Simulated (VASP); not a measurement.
Data:

```
ZrSe2
1.0
    1.89973    -3.29043     0.00000
    1.89973     3.29043     0.00000
    0.00000     0.00000     6.70386
Zr Se
1 2
Direct
  0.00000   0.00000   0.00000
  0.33333   0.66667   0.23633
  0.66667   0.33333   0.76367
```

Method: PBE GGA, VASP's PBE PAW potentials (set 64) (plane waves; VASP). Settings: 500 eV cut-off, 7×7×4 Γ-centred mesh, Gaussian smearing of 0.050 eV, potentials Zr_sv Se.

Without a dispersion term in the relaxation, distances and binding between the weakly bound layers, chains or molecules are unreliable, and so is what depends on them.

### Question
Estimate the energy per atom (σ→0).

### Answer

* **energy per atom (σ→0)**: -630.2 kJ/mol of atoms

The compound is ZrSe2 in the 1T layered structure. It was relaxed first, which changed the volume by +11 %.
